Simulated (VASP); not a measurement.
Level of theory: PBE GGA with D4 dispersion, VASP's PBE PAW potentials (set 64) (plane waves; VASP 6.6.1).

Input for VASP

INCAR:
```
# general
SYSTEM  =  SiC
PREC    =  Accurate
ENCUT   =  520
LREAL   =  .FALSE.
LASPH   =  .TRUE.

# electronic loop
EDIFF   =  1E-6
NELM    =  100
ALGO    =  Normal

# smearing
ISMEAR  =  0
SIGMA   =  0.05

# functional
GGA     =  PE
IVDW    =  13

# ions
IBRION  =  2
NSW     =  60
ISIF    =  3
EDIFFG  =  -0.02

# output
LWAVE   =  .FALSE.
LCHARG  =  .FALSE.
```

### POSCAR
```
SiC
1
    1.5357559480    -2.6600070883    -0.0000000000
    1.5357559480     2.6600070883     0.0000000000
    0.0000000000    -0.0000000000     5.0436169779
Si C
2 2
Direct
  0.6666670000   0.3333330000   0.4996072384
  0.3333330000   0.6666670000   0.9996072384
  0.6666670000   0.3333330000   0.8753927616
  0.3333330000   0.6666670000   0.3753927616
```

### KPOINTS
```
Automatic mesh
0
Gamma
8 8 4
0 0 0
```

POTCAR, in this order: Si C (PBE.64 set). Program: vasp_std.

Output of the run:

**OSZICAR**
```
       N       E                     dE             d eps       ncg     rms          rms(c)
DAV:   1     0.361234597064E+02    0.36123E+02   -0.74756E+03   720   0.120E+03
DAV:   2    -0.308808005286E+02   -0.67004E+02   -0.61938E+02  1052   0.187E+02
DAV:   3    -0.338120592952E+02   -0.29313E+01   -0.29121E+01   940   0.402E+01
DAV:   4    -0.338465113864E+02   -0.34452E-01   -0.34419E-01   892   0.502E+00
DAV:   5    -0.338470719685E+02   -0.56058E-03   -0.56049E-03   928   0.618E-01    0.125E+01
DAV:   6    -0.302120918637E+02    0.36350E+01   -0.10711E+01   876   0.209E+01    0.561E+00
DAV:   7    -0.301151157146E+02    0.96976E-01   -0.93748E-01   912   0.644E+00    0.247E+00
DAV:   8    -0.300994941814E+02    0.15622E-01   -0.48258E-02   836   0.163E+00    0.543E-01
DAV:   9    -0.300987676609E+02    0.72652E-03   -0.64609E-03   868   0.619E-01    0.131E-01
DAV:  10    -0.300990258792E+02   -0.25822E-03   -0.70637E-04   852   0.192E-01    0.541E-02
DAV:  11    -0.300990394373E+02   -0.13558E-04   -0.10859E-04   840   0.824E-02    0.126E-02
DAV:  12    -0.300990406618E+02   -0.12245E-05   -0.41031E-06   888   0.164E-02    0.294E-03
DAV:  13    -0.300990410773E+02   -0.41555E-06   -0.20835E-07   520   0.393E-03
   1 F= -.31418671E+02 E0= -.31418671E+02  d E =-.314187E+02
```

File OUTCAR:
```
------------------------ aborting loop because EDIFF is reached ----------------------------------------
  Edisp (eV):   -1.31963
  FORCE on cell =-STRESS in cart. coord.  units (eV):
  Direction    XX          YY          ZZ          XY          YZ          ZX
  --------------------------------------------------------------------------------------
  Total       0.01854     0.01854    -0.06867    -0.00000     0.00000     0.00000
  in kB       0.72086     0.72086    -2.66996    -0.00000     0.00000     0.00000
  external pressure =       -0.41 kB  Pullay stress =        0.00 kB
  volume of cell :       41.21
      direct lattice vectors                 reciprocal lattice vectors
     1.535755948 -2.660007088  0.000000000     0.325572563 -0.187969424  0.000000000
     1.535755948  2.660007088  0.000000000     0.325572563  0.187969424  0.000000000
     0.000000000  0.000000000  5.043616978     0.000000000  0.000000000  0.198270409
  FREE ENERGIE OF THE ION-ELECTRON SYSTEM (eV)
  ---------------------------------------------------
  free  energy   TOTEN  =       -31.4186713405 eV

  energy  without entropy=      -31.4186713405  energy(sigma->0) =      -31.41867134

 reached required accuracy - stopping structural energy minimisation
```
(Selected blocks of OUTCAR.)

The compound is SiC in the wurtzite structure, the rare 2H polytype. It was relaxed first. The start is the result of an earlier pass.
